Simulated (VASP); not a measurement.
Here is a VASP 6.6.1 calculation.

Contents of POSCAR:

```
Sn2HBr3
1.0
    4.1469970000      0.0000000000      0.0000000000
   -2.0734980000      3.5914050000      0.0000000000
    0.0000000000      0.0000000000     12.7664400000
Sn H Br
2 1 3
Direct
    0.3333330000      0.6666670000      0.4372610000
    0.3333330000      0.6666670000      0.0120900000
    0.6666670000      0.3333330000      0.0554730000
    0.6666670000      0.3333330000      0.5767770000
    0.0000000000      0.0000000000      0.2941130000
    0.0000000000      0.0000000000      0.8742010000
```

Contents of INCAR.step1:

```
SYSTEM = Sn2HBr3
  PREC = Accurate
  ENCUT = 520
  EDIFF = 1E-5
  ISMEAR = 0
  SIGMA = 0.02
  LREAL = .False.
  LASPH = .True.
  NELM = 40
  ALGO = Normal
  ISIF = 2
  LWAVE = .True.
  LCHARG = .False.
  KPAR = 8
  GGA = PE
```

The input INCAR.step2:

```
SYSTEM = Sn2HBr3
  PREC = Accurate
  ENCUT = 520
  EDIFF = 1E-5
  ISMEAR = 0
  SIGMA = 0.02
  LREAL = .False.
  LASPH = .True.
  NELM = 40
  ALGO = Normal
  ISIF = 2
  LWAVE = .False.
  LCHARG = .False.
  GGA = PE
  LHFCALC = .True.
  HFSCREEN = 0.2
  PRECFOCK = Fast
  KPAR = 8
  ISTART = 1
```

The input KPOINTS:

```
Automatic mesh
0
Gamma
  6 6 2
  0 0 0
```

Potentials or basis: VASP PAW PBE potentials, release 64 (Sn_d, H, Br).

The run is started by

```bash
$ cat potpaw_PBE.64/Sn_d/POTCAR potpaw_PBE.64/H/POTCAR potpaw_PBE.64/Br/POTCAR > POTCAR
$ cp INCAR.step1 INCAR
$ mpirun -np 8 vasp_std > vasp.out
$ cp INCAR.step2 INCAR
$ mpirun -np 8 vasp_std > vasp.out
```

Question: Estimate the band gap on the k mesh.

Answer: 0.61 eV, direct.

Question: What does it give for the largest force?

Answer: 0.160 eV/Å.

Question: Predict the pressure.

Answer: -0.7 GPa.

Stress tensor (GPa, compression positive):
```
-0.64  0.00  0.00
 0.00 -0.64  0.00
 0.00  0.00 -0.75
```

Caveat: the PAW data sets were made with another functional, which shifts forces and pressure a little; spin-orbit coupling is left out, which moves the levels of the heavy elements; this functional lacks dispersion, which binds the layers, so the pressure and a relaxed spacing across them are unreliable. A k mesh can miss the band edges.
